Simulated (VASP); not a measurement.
# Sn3P2 (R-3m) in VASP: single point with PBE

Aim: the single point of Sn3P2 with PBE.

Program: VASP 6.6.1. These are calculated values, not measurements. Logs are shortened: lines on timing, memory, paths and dates and some standing lists are left out, and cuts for length are marked.

## (1) Starting point

The structure is trigonal, space group R-3m (No. 166). The conventional cell has a = 4.053 Å, b = 4.053 Å, c = 25.746 Å, α = 90.00°, β = 90.00°, γ = 120.00°. Sn (site symmetry 3m) is surrounded by 3 P at 2.72 Å. Sn (site symmetry -3m) is surrounded by 6 P at 2.90 Å. P (site symmetry 3m) is surrounded by 6 Sn at 2.72 to 2.90 Å.

The cell was built by a generator and needn't be a form met in nature.

## (2) Single point, PBE

INCAR reads:

```
SYSTEM = Sn3P2
PREC = Normal
ENCUT = 520
EDIFF = 1E-5
ISMEAR = 0
SIGMA = 0.15
LREAL = Auto
LASPH = .True.
NELM = 80
ALGO = Fast
ISIF = 2
LWAVE = .False.
LCHARG = .False.
GGA = PE
NBANDS = 63
KPAR = 2
```

KPOINTS reads:

```
Automatic mesh
0
Gamma
  4 7 7
  0 0 0
```

POSCAR reads:

```
Sn3P2
1.0
    4.0532660000      2.3401540000     17.1642000000
   -2.0266330000      1.1700770000      8.5821000000
    0.0000000000     -2.3401540000      8.5821000000
Sn P
6 4
Direct
    0.1064375000      0.2128750000      0.2128750000
    0.6064375000      0.2128750000      0.2128750000
    0.3935625000      0.7871250000      0.7871250000
    0.8935625000      0.7871250000      0.7871250000
    0.5000000000      0.0000000000      0.0000000000
    0.0000000000      0.0000000000      0.0000000000
    0.3001115000      0.6002230000      0.6002230000
    0.8001115000      0.6002230000      0.6002230000
    0.1998885000      0.3997770000      0.3997770000
    0.6998885000      0.3997770000      0.3997770000
```

Potentials or basis: VASP PAW PBE potentials, release 64 (Sn_d, P).

Started as:

```
$ cat potpaw_PBE.64/Sn_d/POTCAR potpaw_PBE.64/P/POTCAR > POTCAR
$ mpirun -np 2 vasp_std > vasp.out
```

OUTCAR:

```text
SYSTEM = Sn3P2
   PREC = Normal
   ENCUT = 520
   EDIFF = 1E-5
   ISMEAR = 0
   LREAL = Auto
   LASPH = .True.
   NELM = 80
   ISIF = 2
   GGA = PE

 ion  position               nearest neighbor table
   1  0.106  0.213  0.213-   7 2.72   8 2.72   7 2.72   4 3.34   3 3.34   4 3.34
   2  0.606  0.213  0.213-   8 2.72   7 2.72   8 2.72   3 3.34   4 3.34   3 3.34
   3  0.394  0.787  0.787-   9 2.72   9 2.72  10 2.72   2 3.34   1 3.34   2 3.34
   4  0.894  0.787  0.787-  10 2.72  10 2.72   9 2.72   1 3.34   2 3.34   1 3.34
   5  0.500  0.000  0.000-   7 2.90  10 2.90   8 2.90   9 2.90   7 2.90  10 2.90
   6  0.000  0.000  0.000-   8 2.90   9 2.90   7 2.90  10 2.90   8 2.90   9 2.90
   7  0.300  0.600  0.600-   1 2.72   1 2.72   2 2.72   5 2.90   6 2.90   5 2.90
   8  0.800  0.600  0.600-   2 2.72   2 2.72   1 2.72   6 2.90   5 2.90   6 2.90
   9  0.200  0.400  0.400-   3 2.72   4 2.72   3 2.72   6 2.90   6 2.90   5 2.90
  10  0.700  0.400  0.400-   4 2.72   3 2.72   4 2.72   5 2.90   5 2.90   6 2.90

  LATTYP: Found a base centered monoclinic cell.
 ALAT       =    17.3229929037
 B/A-ratio  =     0.2339818380
 C/A-ratio  =     0.4052684502
 COS(beta)  =    -0.1350894834

  Lattice vectors:

 A1 = (  -2.0266330000,   1.1700770000,   8.5821000000)
 A2 = (   0.0000000000,  -2.3401540000,   8.5821000000)
 A3 = (   6.0798990000,   3.5102310000,   0.0000000000)

Analysis of symmetry for initial positions (statically):
=====================================================================
 Subroutine PRICEL returns following result:

  LATTYP: Found a trigonal (rhomboedric) cell.
 ALAT       =     8.8954348917
 COS(alpha) =     0.8961884094

  Lattice vectors:

 A1 = (   2.0266330000,   1.1700770000,   8.5821000000)
 A2 = (  -2.0266330000,   1.1700770000,   8.5821000000)
 A3 = (   0.0000000000,  -2.3401540000,   8.5821000000)

   2 primitive cells build up your supercell.

 Routine SETGRP: Setting up the symmetry group for a
 base centered monoclinic supercell.

 Subroutine GETGRP returns: Found  4 space group operations
 (whereof  4 operations were pure point group operations)
 out of a pool of  4 trial point group operations.

The static configuration has the point symmetry C_2h.

Analysis of symmetry for dynamics (positions and initial velocities):
=====================================================================
 Subroutine PRICEL returns following result:

  LATTYP: Found a trigonal (rhomboedric) cell.
 ALAT       =     8.8954348917
 COS(alpha) =     0.8961884094

  Lattice vectors:

 A1 = (   2.0266330000,   1.1700770000,   8.5821000000)
 A2 = (  -2.0266330000,   1.1700770000,   8.5821000000)
 A3 = (   0.0000000000,  -2.3401540000,   8.5821000000)

   2 primitive cells build up your supercell.

 Routine SETGRP: Setting up the symmetry group for a
 base centered monoclinic supercell.

 Subroutine GETGRP returns: Found  4 space group operations
 (whereof  4 operations were pure point group operations)
 out of a pool of  4 trial point group operations.

The dynamic configuration has the point symmetry C_2h.

 Subroutine INISYM returns: Found  4 space group operations
 (whereof  4 operations are pure point group operations),
 and found     2 'primitive' translations

----------------------------------------------------------------------------------------

                                     Primitive cell

  volume of cell :     122.1053

  direct lattice vectors                    reciprocal lattice vectors
     2.026633000  1.170077000  8.582100000     0.246714625  0.142440768  0.038840532
    -2.026633000  1.170077000  8.582100000    -0.246714625  0.142440768  0.038840532
     0.000000000 -2.340154000  8.582100000     0.000000000 -0.284881536  0.038840532

  length of vectors
     8.895434892  8.895434892  8.895434849     0.287517070  0.287517070  0.287517089

  position of ions in fractional coordinates (direct lattice)
     0.212875000  0.212875000  0.212875000
     0.787125000  0.787125000  0.787125000
     0.000000000  0.000000000  0.000000000
     0.600223000  0.600223000  0.600223000
     0.399777000  0.399777000  0.399777000

  ion indices of the primitive-cell ions
   primitive index   ion index
                 1           1
                 2           4
                 3           6
                 4           7
                 5           9

----------------------------------------------------------------------------------------

 KPOINTS: Automatic mesh

Automatic generation of k-mesh.
 Grid dimensions read from file:
 generate k-points for:    4    7    7

 Generating k-lattice:

  Cartesian coordinates                     Fractional coordinates (reciprocal lattice)
     0.030839328  0.017805096  0.004855067     0.250000000 -0.000000000  0.000000000
    -0.035244946  0.020348681  0.005548647    -0.000000000  0.142857143  0.000000000
     0.000000000 -0.040697362  0.005548647     0.000000000  0.000000000  0.142857143

  Length of vectors
     0.035939634  0.041073867  0.041073870

  Shift w.r.t. Gamma in fractional coordinates (k-lattice)
     0.000000000  0.000000000  0.000000000

 Subroutine IBZKPT returns following result:
 ===========================================

 Found     60 irreducible k-points:

 Following reciprocal coordinates:
            Coordinates               Weight
  0.000000  0.000000  0.000000      1.000000
  0.250000  0.000000  0.000000      2.000000
  0.500000  0.000000  0.000000      1.000000
 -0.000000  0.142857  0.000000      4.000000
  0.250000  0.142857 -0.000000      4.000000
  0.500000  0.142857  0.000000      4.000000
[... 16 lines left out ...]
 -0.250000  0.285714  0.142857      4.000000
  0.000000  0.428571  0.142857      4.000000
 [... further k-points ...]
   k-points           NKPTS =     60   k-points in BZ     NKDIM =     60   number of bands    NBANDS=     63
   number of dos      NEDOS =    301   number of ions     NIONS =     10
   total plane-waves  NPLWV = 250000
   dimension x,y,z NGX =   100 NGY =   50 NGZ =   50
   dimension x,y,z NGXF=   200 NGYF=  100 NGZF=  100
   ions per type =               6   4
   NGX,Y,Z   is equivalent  to a cutoff of   9.34,  9.34,  9.34 a.u.
   NGXF,Y,Z  is equivalent  to a cutoff of  18.69, 18.69, 18.69 a.u.
 SYSTEM =  Sn3P2
   PREC   = normal    normal or accurate (medium, high low for compatibility)
   ISTART =      0    job   : 0-new  1-cont  2-samecut
   ICHARG =      2    charge: 1-file 2-atom 10-const
   ISPIN  =      1    spin polarized calculation?
   LNONCOLLINEAR =      F non collinear calculations
   LSORBIT =      F    spin-orbit coupling
   LASPH  =      T    aspherical Exc in radial PAW
   ENCUT  =  520.0 eV  38.22 Ry    6.18 a.u.  33.08 16.54 16.54*2*pi/ulx,y,z
   NELM   =     80;   NELMIN=  2; NELMDL= -5     # of ELM steps
   EDIFF  = 0.1E-04   stopping-criterion for ELM
   LREAL  =      T    real-space projection
   EDIFFG = 0.1E-03   stopping-criterion for IOM
   NSW    =      0    number of steps for IOM
   IBRION =     -1    ionic relax: 0-MD 1-quasi-New 2-CG
   NFREE  =      0    steps in history (QN), initial steepest desc. (CG)
   ISIF   =      2    stress and relaxation
   ISYM   =      2    0-nonsym 1-usesym 2-fastsym
   POTIM  = 0.5000    time-step for ionic-motion
   TEBEG  =    0.0;   TEEND  =   0.0 temperature during run
   PSTRESS=    0.0 pullay stress
   NELECT =     104.0000    total number of electrons
   NUPDOWN=      -1.0000    fix difference up-down
   EMIN   =  10.00;   EMAX   =-10.00  energy-range for DOS
   EFERMI =   0.00;   METHOD = LEGACY
   ISMEAR =     0;   SIGMA  =   0.15  broadening in eV -4-tet -1-fermi 0-gaus
   EFERMI_NEDOS =   21; number of points for ismear=-14 and -15
   IALGO  =     68    algorithm
   IMIX   =      4    mixing-type and parameters
     AMIX     =   0.40;   BMIX     =  1.00
     AMIX_MAG =   1.60;   BMIX_MAG =  1.00
  volume/ion in A,a.u.               =      24.42       164.80
  Fermi-wavevector in a.u.,A,eV,Ry     =   1.231680  2.327537 20.640516  1.517035
  Thomas-Fermi vector in A             =   2.366480
   LORBIT       =      0    0 simple, 1 ext, 2 COOP (PROOUT), +10 PAW based schemes
   GGA     = PE    functional components
   LHFCALC =     F    Hartree Fock is set to
   AEXX    =    0.0000 exact exchange contribution
   IVDW    =     0    specifies the selected vdW correction
   LEPSILON=     F    determine dielectric tensor
   LRPA    =     F    only Hartree local field effects (RPA)
 non-spin polarized calculation
 RMM-DIIS sequential band-by-band and
 Gauss-broadening in eV      SIGMA  =   0.15
  energy-cutoff  :      520.00
  volume of cell :      244.21
 maximum number of plane-waves:      6616
   NGX = 67   NGY = 33   NGZ = 33

 number of electron     103.9999919 magnetization

 Free energy of the ion-electron system (eV)
  ---------------------------------------------------
  ext. energy  EPLUGINS =         0.00000000
  ---------------------------------------------------
  free energy    TOTEN  =       -44.91488408 eV

  energy without entropy =      -44.88804182  energy(sigma->0) =      -44.90146295

 E-fermi :   7.4253     XC(G=0): -10.0557

 val. band max:        7.4005399595   @ k =  -0.2500   0.2857   0.2857
 cond. band min:       7.4377836302   @ k =   0.5000  -0.1429   0.1429
 fundamental gap:      0.0372436707
 Fermi energy:         7.4253128165

 k-point     1 :       0.0000    0.0000    0.0000
  band No.  band energies     occupation
      1     -14.3465      2.00000
      2     -14.3283      2.00000
      3     -14.3275      2.00000
      4     -14.3273      2.00000
      5     -14.3232      2.00000
      6     -14.3182      2.00000
[... 55 lines left out ...]
     62       9.6786      0.00000
     63       9.8198      0.00000

 k-point     2 :       0.2500    0.0000    0.0000
  band No.  band energies     occupation
      1     -14.3436      2.00000
      2     -14.3302      2.00000
      3     -14.3256      2.00000
      4     -14.3237      2.00000
      5     -14.3221      2.00000
      6     -14.3167      2.00000
[... 55 lines left out ...]
     62      10.5686      0.00000
     63      11.0211      0.00000

 k-point     3 :       0.5000    0.0000    0.0000
  band No.  band energies     occupation
      1     -14.3365      2.00000
      2     -14.3365      2.00000
      3     -14.3216      2.00000
      4     -14.3216      2.00000
      5     -14.3190      2.00000
      6     -14.3190      2.00000
[... 1375 lines left out ...]
     62      10.6905      0.00000
     63      10.8178      0.00000

 k-point    24 :       0.0000    0.4286    0.1429
  band No.  band energies     occupation
      1     -14.3408      2.00000
      2     -14.3400      2.00000
      3     -14.3295      2.00000
      4     -14.3227      2.00000
      5     -14.3217      2.00000
      6     -14.3194      2.00000
[... 55 lines left out ...]
     62      11.2721      0.00000
     63      11.3708      0.00000

 [... further k-points ...]

------------------------ aborting loop because EDIFF is reached ----------------------------------------

  FORCE on cell =-STRESS in cart. coord.  units (eV):
  Direction    XX          YY          ZZ          XY          YZ          ZX
  --------------------------------------------------------------------------------------
  -------------------------------------------------------------------------------------
  Total       -0.2365842     -0.2584540      0.3818579      0.0189398     -0.0674152     -0.1167666
  in kB       -1.5521438     -1.6956234      2.5052323      0.1242572     -0.4422866     -0.7660636
  external PRESSURE =      -0.2475116 kB  Pullay stress =       0.0000000 kB

 VOLUME and BASIS-vectors are now :
 -----------------------------------------------------------------------------
  energy-cutoff  :      520.00
  volume of cell :      244.21
      direct lattice vectors                 reciprocal lattice vectors
     4.053266000  2.340154000 17.164200000     0.123357312  0.071220384  0.019420266
    -2.026633000  1.170077000  8.582100000    -0.246714625  0.142440768  0.038840532
     0.000000000 -2.340154000  8.582100000     0.000000000 -0.284881536  0.038840532

 POSITION                                       TOTAL-FORCE (eV/Angst)
 -----------------------------------------------------------------------------------
      0.00000      0.00000      5.48074         0.012451      0.007188     -0.021718
      2.02663      1.17008     14.06284         0.012451      0.007188     -0.021718
      0.00000      0.00000     20.26556        -0.012451     -0.007188      0.021718
      2.02663      1.17008     28.84766        -0.012451     -0.007188      0.021718
      2.02663      1.17008      8.58210         0.000000     -0.000000      0.000000
      0.00000      0.00000      0.00000        -0.000000     -0.000000      0.000000
      0.00000      0.00000     15.45352        -0.004191     -0.002420      0.008754
      2.02663      1.17008     24.03562        -0.004191     -0.002420      0.008754
      0.00000      0.00000     10.29278         0.004191      0.002420     -0.008754
      2.02663      1.17008     18.87488         0.004191      0.002420     -0.008754
 -----------------------------------------------------------------------------------
    total drift:                               -0.000000     -0.000000      0.000000

  FREE ENERGIE OF THE ION-ELECTRON SYSTEM (eV)
  ---------------------------------------------------
  free  energy   TOTEN  =       -44.9148840830 eV

  energy  without entropy=      -44.8880418182  energy(sigma->0) =      -44.90146295
```

Wall time 9.8 min (2 MPI ranks of Intel Xeon 6975P-C (Granite Rapids), shared host); peak memory 0.89 GiB.

What came out:

```
Free energy            : -44.9149 eV
Pressure               : 0.0 GPa
Largest force          : 0.026 eV/Å
Band gap on the k mesh : none (metal or under the smearing width)
```

Forces in eV/Å, atoms in the order of the input:
```
Sn   0.012  0.007 -0.022
Sn   0.012  0.007 -0.022
Sn  -0.012 -0.007  0.022
Sn  -0.012 -0.007  0.022
Sn   0.000  0.000  0.000
Sn   0.000  0.000  0.000
P   -0.004 -0.002  0.009
P   -0.004 -0.002  0.009
P    0.004  0.002 -0.009
P    0.004  0.002 -0.009
```

Levels at points of the mesh, in eV from the Fermi level:
| k point | band 50 | band 51 | band 52 | band 53 | band 54 | band 55 |
| --- | --- | --- | --- | --- | --- | --- |
| (0.00, 0.00, 0.00) | -1.54 | -0.54 | -0.13 | 0.08 | 1.41 | 1.41 |
| (0.50, 0.00, 0.00) | -2.11 | -0.53 | -0.53 | 1.45 | 1.45 | 1.51 |
